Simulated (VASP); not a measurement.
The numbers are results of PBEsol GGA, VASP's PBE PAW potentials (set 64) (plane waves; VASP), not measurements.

The input files of a VASP run:

INCAR:
```
# general
SYSTEM    =  ZnSe
PREC      =  Accurate
ENCUT     =  400
LREAL     =  .FALSE.
LASPH     =  .TRUE.

# electronic loop
EDIFF     =  1E-8
NELM      =  100
ALGO      =  Normal
LMAXMIX   =  4

# smearing
ISMEAR    =  0
SIGMA     =  0.01

# functional
GGA       =  PS

# ions
IBRION    =  8
NSW       =  1

# output
LWAVE     =  .FALSE.
LCHARG    =  .FALSE.

# other
LEPSILON  =  .TRUE.
```

File KPOINTS:
```
K-points
0
G
  11 11 11
0 0 0
```

POSCAR:
```
ZnSe
1
   -0.0000000000     2.8172648088     2.8172648088
    2.8172648088     0.0000000000     2.8172648088
    2.8172648088     2.8172648088     0.0000000000
Zn Se
1 1
Direct
  0.0000000000   0.0000000000   0.0000000000
  0.2500000000   0.2500000000   0.2500000000
```

POTCAR, in this order: Zn Se (PBE.64 set). Program: vasp_std.

Output

OUTCAR:
```
 ion  position               nearest neighbor table
   1  0.000  0.000  0.000-   2 2.44   2 2.44   2 2.44   2 2.44
   2  0.250  0.250  0.250-   1 2.44   1 2.44   1 2.44   1 2.44
  LATTYP: Found a face centered cubic cell.
 ALAT       =     5.6345296176
 Subroutine PRICEL returns:
 Original cell was already a primitive cell.
 Subroutine GETGRP returns: Found 24 space group operations
The static configuration has the point symmetry T_d .
The dynamic configuration has the point symmetry T_d .
 Subroutine INISYM returns: Found 24 space group operations
 Subroutine IBZKPT returns following result:
 Found     56 irreducible k-points:

 Following reciprocal coordinates:
            Coordinates               Weight
  0.000000  0.000000  0.000000      1.000000
  0.090909  0.000000  0.000000      8.000000
  0.181818  0.000000  0.000000      8.000000
  0.272727  0.000000  0.000000      8.000000
  0.363636  0.000000  0.000000      8.000000
  0.454545  0.000000  0.000000      8.000000
  0.090909  0.090909  0.000000      6.000000
  0.181818  0.090909  0.000000     24.000000
  0.272727  0.090909  0.000000     24.000000
...
```

File OUTCAR:
```


 HEAD OF MICROSCOPIC STATIC DIELECTRIC TENSOR (INDEPENDENT PARTICLE, excluding Hartree and local field effects)
 ------------------------------------------------------
           8.010968     0.000000    -0.000000
           0.000000     8.010968     0.000000
          -0.000000     0.000000     8.010968
 ------------------------------------------------------

 MACROSCOPIC STATIC DIELECTRIC TENSOR (including local field effects in DFT)
 ------------------------------------------------------
           7.560829     0.000000    -0.000000
           0.000000     7.560829     0.000000
           0.000000    -0.000000     7.560829
 ------------------------------------------------------

 PIEZOELECTRIC TENSOR (including local field effects)  for field in x, y, z        (e  Angst)
          XX          YY          ZZ          XY          YZ          ZX
  --------------------------------------------------------------------------------
  x     0.00000     0.00000    -0.00000     0.00000    -1.94659     0.00000
  y     0.00000     0.00000     0.00000     0.00000    -0.00000    -1.94659
  z    -0.00000     0.00000     0.00000    -1.94659     0.00000     0.00000

 PIEZOELECTRIC TENSOR (including local field effects)  for field in x, y, z        (C/m^2)
          XX          YY          ZZ          XY          YZ          ZX
  --------------------------------------------------------------------------------
  x     0.00000     0.00000    -0.00000     0.00000    -0.69738     0.00000
  y     0.00000     0.00000     0.00000     0.00000    -0.00000    -0.69738
  z    -0.00000     0.00000     0.00000    -0.69738     0.00000     0.00000

 BORN EFFECTIVE CHARGES (including local field effects) (in |e|, cummulative output)
 ---------------------------------------------------------------------------------
 ion    1
    1     2.02695     0.00000     0.00000
    2    -0.00000     2.02695    -0.00000
    3    -0.00000     0.00000     2.02695
 ion    2
    1    -2.02695    -0.00000    -0.00000
    2     0.00000    -2.02695     0.00000
    3     0.00000    -0.00000    -2.02695
```
(Selected blocks of OUTCAR.)

The dielectric response may not be converged in the k-mesh; for small gaps it tends to come out too large.

The compound is ZnSe in the zinc blende structure. It was relaxed first.
